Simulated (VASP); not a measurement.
Here is the system:

```
KMgF3
1.0
    3.99000     0.00000     0.00000
    0.00000     3.99000     0.00000
    0.00000     0.00000     3.99000
K Mg F
1 1 3
Cartesian
  0.00000   0.00000   0.00000
  1.99500   1.99500   1.99500
  1.99500   0.00000   1.99500
  0.00000   1.99500   1.99500
  1.99500   1.99500   0.00000
```

Method: PBEsol GGA, VASP's PBE PAW potentials (set 64) (plane waves; VASP 6.6.1). Settings: 400 eV cut-off, 8×8×8 Γ-centred mesh, Fermi-Dirac smearing of 0.050 eV, potentials K_sv Mg F.

At this cut-off the stress carries a Pulay error, which pulls relaxed volumes low.

### Question
Predict the energy per atom (σ→0), pressure, band gap (on the k-mesh) with the smallest direct gap where there is one.

### Answer

The band gap (on the k-mesh) is 7.12 eV, the smallest direct gap (on the k-mesh) is 7.45 eV and the energy per atom (σ→0) comes out as -5.065 eV/atom. The pressure is -8.61 GPa.

The structure is a typed KMgF3 crystal (Pm-3m). The cell was not relaxed at this level.
